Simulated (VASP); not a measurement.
Data:

```yaml
crystal:
  lattice:
    - [0.00000, 2.40500, 2.40500]
    - [2.40500, 0.00000, 2.40500]
    - [2.40500, 2.40500, 0.00000]
  atoms:
    - { symbol: Ca, position: [0.00000, 0.00000, 0.00000] }
    - { symbol: O, position: [0.50000, 0.50000, 0.50000] }
```

All values below come from PBE GGA with D4 dispersion, VASP's PBE PAW potentials (set 64) (plane waves; VASP 6.6.1). Settings: 520 eV cut-off, Gaussian smearing of 0.050 eV, potentials Ca_sv O.

Problem. Predict the band gap (along the path) with the smallest direct gap where there is one.

Solution. 
```json
{
 "band gap (along the path)": "3.64 eV",
 "smallest direct gap (along the path)": "4.01 eV"
}
```

The compound is CaO in the rock salt structure. The cell was not relaxed at this level.
